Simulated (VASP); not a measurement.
Output of a VASP run:

File OSZICAR:
```
       N       E                     dE             d eps       ncg     rms          rms(c)
DAV:   1     0.531800891762E+02    0.53180E+02   -0.74767E+03   624   0.118E+03
DAV:   2    -0.399434522624E+02   -0.93124E+02   -0.89299E+02   831   0.181E+02
DAV:   3    -0.460347308623E+02   -0.60913E+01   -0.60506E+01   739   0.535E+01
DAV:   4    -0.460921952923E+02   -0.57464E-01   -0.57376E-01   734   0.599E+00
DAV:   5    -0.460926980769E+02   -0.50278E-03   -0.50276E-03   769   0.544E-01    0.707E+00
DAV:   6    -0.433257494058E+02    0.27669E+01   -0.35049E-01   624   0.586E+00    0.497E+00
DAV:   7    -0.408792853360E+02    0.24465E+01   -0.14955E+00   634   0.828E+00    0.199E+00
DAV:   8    -0.421254345366E+02   -0.12461E+01   -0.35656E-01   624   0.512E+00    0.627E-01
DAV:   9    -0.423230288676E+02   -0.19759E+00   -0.19664E-01   624   0.375E+00    0.336E-01
DAV:  10    -0.424746876245E+02   -0.15166E+00   -0.10774E-01   634   0.328E+00    0.115E-01
DAV:  11    -0.424777157493E+02   -0.30281E-02   -0.19553E-03   739   0.491E-01    0.795E-02
DAV:  12    -0.424792134174E+02   -0.14977E-02   -0.90097E-04   654   0.310E-01    0.276E-02
DAV:  13    -0.424794466672E+02   -0.23325E-03   -0.74662E-04   649   0.352E-01    0.168E-02
DAV:  14    -0.424795547393E+02   -0.10807E-03   -0.28543E-05   744   0.610E-02    0.134E-02
DAV:  15    -0.424796053651E+02   -0.50626E-04   -0.11459E-05   689   0.316E-02    0.935E-03
DAV:  16    -0.424796875495E+02   -0.82184E-04   -0.65870E-05   644   0.982E-02    0.187E-03
DAV:  17    -0.424796933701E+02   -0.58206E-05   -0.24685E-06   563   0.156E-02    0.162E-03
DAV:  18    -0.424796914741E+02    0.18960E-05   -0.19875E-07   377   0.530E-03    0.135E-03
DAV:  19    -0.424796928377E+02   -0.13637E-05   -0.40212E-07   362   0.586E-03    0.284E-04
DAV:  20    -0.424796919327E+02    0.90508E-06   -0.13604E-07   357   0.399E-03
   1 F= -.42479692E+02 E0= -.42479692E+02  d E =-.424797E+02
```

**OUTCAR**
```
------------------------ aborting loop because EDIFF is reached ----------------------------------------
  FORCE on cell =-STRESS in cart. coord.  units (eV):
  Direction    XX          YY          ZZ          XY          YZ          ZX
  --------------------------------------------------------------------------------------
  Total        0.0110878      0.0110878      0.0060338      0.0000000     -0.0000000      0.0000000
  in kB        0.2206686      0.2206686      0.1200830      0.0000000     -0.0000000      0.0000000
  external PRESSURE =       0.1871401 kB  Pullay stress =       0.0000000 kB
  volume of cell :       80.50
      direct lattice vectors                 reciprocal lattice vectors
     2.147119977 -3.718920877  0.000000000     0.232870080 -0.134447604  0.000000000
     2.147119977  3.718920877  0.000000000     0.232870080  0.134447604  0.000000000
     0.000000000  0.000000000  5.040962683     0.000000000  0.000000000  0.198374807
 POSITION                                       TOTAL-FORCE (eV/Angst)
 -----------------------------------------------------------------------------------
      0.49123      0.85084      3.36064        -0.006112     -0.010587      0.000000
      3.31177      0.00000      0.00000         0.012225      0.000000     -0.000000
      0.49123     -0.85084      1.68032        -0.006112      0.010587     -0.000000
 -----------------------------------------------------------------------------------
    total drift:                               -0.000215     -0.000437      0.000008
  FREE ENERGIE OF THE ION-ELECTRON SYSTEM (eV)
  ---------------------------------------------------
  free  energy   TOTEN  =       -42.4796919327 eV

  energy  without entropy=      -42.4796919327  energy(sigma->0) =      -42.47969193

 reached required accuracy - stopping structural energy minimisation
```
(Selected blocks of OUTCAR.)

### POSCAR
```
Se
1
    2.1471199771    -3.7189208768    -0.0000000000
    2.1471199771     3.7189208768     0.0000000000
    0.0000000000    -0.0000000000     5.0409626833
Se
3
Direct
  0.0000000000   0.2287871050   0.6666670000
  0.7712128950   0.7712128950   0.0000000000
  0.2287871050   0.0000000000   0.3333330000
```

Q: Write an INCAR and KPOINTS that could have produced this output.

A: One answer among several that fit: the input of the run itself, r2SCAN+rVV10, plane waves, VASP's PBE PAW potentials (set 64).

INCAR:
```
# general
SYSTEM   = Se
PREC     = Accurate
ENCUT    = 520
LREAL    = .FALSE.
LASPH    = .TRUE.

# electronic loop
EDIFF    = 1E-6
NELM     = 100
ALGO     = Normal
LMAXMIX  = 4
LMIXTAU  = .TRUE.

# smearing
ISMEAR   = 0
SIGMA    = 0.05

# functional
METAGGA  = R2SCAN
LUSE_VDW = .TRUE.
BPARAM   = 11.95
CPARAM   = 0.0093

# ions
IBRION   = 2
NSW      = 60
ISIF     = 3
EDIFFG   = -0.02

# output
LWAVE    = .FALSE.
LCHARG   = .FALSE.
```

File KPOINTS:
```
Automatic mesh
0
Gamma
 6 6 4
```

POTCAR, in this order: Se (PBE.64 set). Program: vasp_std.

The compound is Se in the trig structure. It was relaxed first. The start is the result of an earlier pass.
